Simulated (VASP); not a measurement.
An input for Ansatz (written as the equivalent of a VASP run, and not itself run):

Ansatz 0.2 input:
```yaml
crystal:
  lattice:
    - [3.5263493, 0.0000000, 0.0000000]
    - [0.0000000, 3.5263493, 0.0000000]
    - [0.0000000, 0.0000000, 3.5263493]
  atoms:
    - { symbol: Si, position: [0.0000000, 0.0000000, 0.0000000] }
    - { symbol: Ni, position: [0.0000000, 0.5000000, 0.5000000] }
    - { symbol: Ni, position: [0.5000000, 0.0000000, 0.5000000] }
    - { symbol: Ni, position: [0.5000000, 0.5000000, 0.0000000] }
kpoints:
  mp_grid: { grid: [9, 9, 9] }
hamiltonian:
  xc: r2scan
  dispersion: rvv10
  pseudopotentials: { kind: paw }
scf:
  occupations: { method: methfessel_paxton, width: 0.1 }
  max_iter: 100
output: { forces: true, stress: true, eigenvalues: true }
```

Q: Write the VASP files for the same calculation (r2SCAN+rVV10).

A: This is not unique; one that fits is 
**INCAR**
```
NELM=100
METAGGA=R2SCAN
PREC=Accurate
LMIXTAU=.True.
LUSE_VDW=.True.
SIGMA=0.1
BPARAM=11.95
EDIFF=1E-7
LREAL=.False.   # projection in real space or not
CPARAM=0.0093
LCHARG=.False.
LASPH=.True.
SYSTEM=Ni3Si
LMAXMIX=4
ENCUT=520   # plane-wave cut-off (eV)
ALGO=Normal
LWAVE=.False.
ISIF=2   # forces and stress, cell fixed
ISMEAR=1   # Methfessel-Paxton
```

KPOINTS:
```
Automatic mesh
0
gamma
  9 9 9
0 0 0
```

File POSCAR:
```
Ni3Si
1
    3.5263492937     0.0000000000     0.0000000000
    0.0000000000     3.5263492937     0.0000000000
    0.0000000000     0.0000000000     3.5263492937
Si Ni
1 3
Direct
  0.0000000000   0.0000000000   0.0000000000
  0.0000000000   0.5000000000   0.5000000000
  0.5000000000   0.0000000000   0.5000000000
  0.5000000000   0.5000000000   0.0000000000
```

POTCAR, in this order: Si Ni (PBE.64 set). Program: vasp_std.

The two are equivalent in intent, not identical: each code has its own PAW files, so the cut-off isn't converted (ENCUT is set for VASP's; basis.ecutwfc is left out, and Ansatz then takes the one that its files recommend); Ansatz stops its SCF on the density residual and VASP on the energy change (EDIFF).

The compound is Ni3Si in the L1_2 structure. This cell is one point of a volume scan, at 1.06 of the reference volume.
